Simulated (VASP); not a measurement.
Data:

```yaml
crystal:
  lattice:
    - [0.00000, 3.08799, 3.08799]
    - [3.08799, 0.00000, 3.08799]
    - [3.08799, 3.08799, 0.00000]
  atoms:
    - { symbol: Cd, position: [0.00000, 0.00000, 0.00000] }
    - { symbol: Se, position: [0.25000, 0.25000, 0.25000] }
```

Method: r2SCAN+rVV10, VASP's PBE PAW potentials (set 64) (plane waves; VASP). Settings: 520 eV cut-off, 8×8×8 Γ-centred mesh, Gaussian smearing of 0.050 eV, potentials Cd Se.

**Question.** Give the stress tensor in GPa (positive for a compressed cell).

**Answer.** 
```
-1.49   0.00   0.00
 0.00  -1.49   0.00
 0.00   0.00  -1.49
```
The pressure is its mean diagonal, -1.49 GPa.

The compound is CdSe in the zinc blende structure, whereas wurtzite is the usual form. This cell is one point of a volume scan, at 1.03 of the reference volume.
